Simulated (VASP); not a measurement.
Consider the following.

```xyz
3
Lattice="0.0000 3.0419 3.0419 3.0419 0.0000 3.0419 3.0419 3.0419 0.0000" Properties=species:S:1:pos:R:3 pbc="T T T"
Al     1.5210     1.5210     1.5210
Al     4.5629     4.5629     4.5629
Au     0.0000     0.0000     0.0000
```

These are revPBE GGA, VASP's PBE PAW potentials (set 64) (plane waves; VASP) values and carry that method's errors. Settings: 520 eV cut-off, Gaussian smearing of 0.050 eV, potentials Al Au.

Unless said otherwise, spin-orbit coupling is left out, though it shifts the bands of the heavy elements here.

Question: What does the run give for the band gap (along the path) with the smallest direct gap where there is one?

Answer: 
```json
{
  "band gap (along the path)": "none (metal, semimetal or under 0.01 eV)"
}
```

The compound is AuAl2 in the fluorite structure. It was relaxed first. The electron count is odd and the run is not spin-polarised, which forces a metal.
